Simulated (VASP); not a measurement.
```yaml
crystal:
  lattice:
    - [0.00000, 3.07742, 3.07742]
    - [3.07742, 0.00000, 3.07742]
    - [3.07742, 3.07742, 0.00000]
  atoms:
    - { symbol: Pb, position: [0.00000, 0.00000, 0.00000] }
    - { symbol: Se, position: [0.50000, 0.50000, 0.50000] }
```

The numbers are results of SCAN meta-GGA, VASP's PBE PAW potentials (set 64) (plane waves; VASP), not measurements. Run with 520 eV cut-off, 8×8×8 Γ-centred mesh, tetrahedra with Blöchl corrections, potentials Pb_d Se.

Unless said otherwise, spin-orbit coupling is left out, though it shifts the bands of the heavy elements here.

Task: Give the energies of bands 7 to 13 at the high-symmetry points, in eV from the valence-band maximum.

Result: 
| band | Γ | X | U | L | W |
|---|---|---|---|---|---|
| 7 | -6.56 | -7.72 | -8.36 | -9.10 | -8.34 |
| 8 | -1.91 | -4.96 | -4.56 | -1.45 | -4.22 |
| 9 | -1.91 | -3.25 | -2.73 | -1.45 | -4.22 |
| 10 | -1.91 | -3.25 | -2.39 | 0.00 | -0.79 |
| 11 | 4.78 | 4.26 | 3.64 | 0.56 | 2.02 |
| 12 | 4.78 | 5.74 | 4.13 | 1.81 | 5.28 |
| 13 | 4.78 | 5.74 | 5.70 | 1.81 | 5.28 |

The gap is direct, 0.56 eV, from the valence maximum at L to the conduction minimum at L.

The compound is PbSe in the rock salt structure. It was relaxed first.
